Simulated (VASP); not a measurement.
Input for VASP

### INCAR
```
SYSTEM = CuF
PREC = Accurate
ENCUT = 620
EDIFF = 1E-6
NELM = 100
ALGO = Normal
LREAL = .FALSE.
LASPH = .TRUE.
ISMEAR = 0
SIGMA = 0.05
GGA = PS
LMAXMIX = 4
LWAVE = .FALSE.
LCHARG = .FALSE.
IBRION = 2
ISIF = 3
NSW = 40
EDIFFG = -0.02
PSTRESS = 200
```

File POSCAR:
```
CuF
1
    2.5480032096     0.0000000000     0.0000000000
   -1.2740016048     2.2066356887    -0.0000000000
   -0.0000000000     0.0000000000     6.7112101780
Cu F
2 2
Direct
  0.3333330000   0.6666670000   0.0492338491
  0.6666670000   0.3333330000   0.5492338491
  0.3333330000   0.6666670000   0.3257661509
  0.6666670000   0.3333330000   0.8257661509
```

### KPOINTS
```
kpoints
0
G
 10 10 4
```

POTCAR, in this order: Cu F (PBE.64 set). Program: vasp_std.

**Question.** Write an equivalent input for Quantum ESPRESSO's pw.x.

**Answer.** One equivalent input (not run):
```
&CONTROL
  calculation = 'vc-relax'
  pseudo_dir = './pseudo'
  outdir = './out'
  tprnfor = .true.
  tstress = .true.
  nstep = 40
  forc_conv_thr = 0.00078
/
&SYSTEM
  ibrav = 0
  nat = 4
  ntyp = 2
  ecutwfc = 92
  occupations = 'smearing'
  smearing = 'gaussian'
  degauss = 0.003675
  input_dft = 'pbesol'
/
&ELECTRONS
  conv_thr = 7.3e-08
  electron_maxstep = 100
/
&IONS
/
&CELL
  press = 200
/
ATOMIC_SPECIES
  Cu 63.546 Cu.upf
  F 18.998 F.upf
CELL_PARAMETERS angstrom
     2.5480032    0.0000000    0.0000000
    -1.2740016    2.2066357   -0.0000000
    -0.0000000    0.0000000    6.7112102
ATOMIC_POSITIONS crystal
  Cu   0.3333330  0.6666670  0.0492338
  Cu   0.6666670  0.3333330  0.5492338
  F    0.3333330  0.6666670  0.3257662
  F    0.6666670  0.3333330  0.8257662
K_POINTS automatic
  10 10 4 0 0 0
```
Limits of the translation: the potentials are each code's own (VASP's PAW set, PseudoDojo norm-conserving files in pw.x), so ENCUT and ecutwfc are chosen apart and not converted; conv_thr bounds pw.x's estimated SCF error, while EDIFF bounds the energy change between steps; forc_conv_thr acts on force components and is met together with etot_conv_thr.

The structure was generated: CuF was put into the wurtzite type (P6_3mc), which need not be its known phase. It was relaxed first under an external pressure of 20 GPa.
